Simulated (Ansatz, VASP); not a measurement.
One calculation of CuRu4, two programs

```
Cu Ru
1.0
     4.08114    0.00000    0.00000
    -2.04057    3.53437    0.00000
     0.00000    0.00000    7.41807
Cu Ru
1 4
Cartesian
  0.0000 0.0000 0.0000
  0.0000 2.3562 3.7090
  2.0406 1.1781 3.7090
  0.0000 0.0000 2.3543
  0.0000 0.0000 5.0638
```

Alike in both runs: functional PBE; k mesh 6 × 6 × 2; occupations gaussian, width 0.1 eV; no spin polarisation.

Ansatz relaxed the structure, and its values are those at the end. VASP's run is a single point on that final structure, the one shown.

|  | VASP | Ansatz |
| --- | --- | --- |
| version | VASP 6.6.1 | Ansatz 0.2.0 |
| potentials or method | VASP PAW PBE potentials, release 64 (Cu, Ru_pv) | scalar-relativistic, plane waves, PAW |
| plane-wave cutoff (eV) | 520 | 420 |
| valence electrons in the cell | 67 | 83 |

```csv
,VASP,Ansatz,Ansatz less VASP
gap on the k mesh at the Fermi level (eV),none,none,-
pressure (GPa),-0.1,-0.2,-0.13
rms of the force components (eV/Å),0.032,0.004,-0.0283
```

A gap of «none» marks a metal or a gap that the smearing closes. The two sets of potentials don't hold the same shells in valence.

Caveats: the k mesh is coarse (spacing up to 0.42 Å⁻¹), so the values aren't converged.
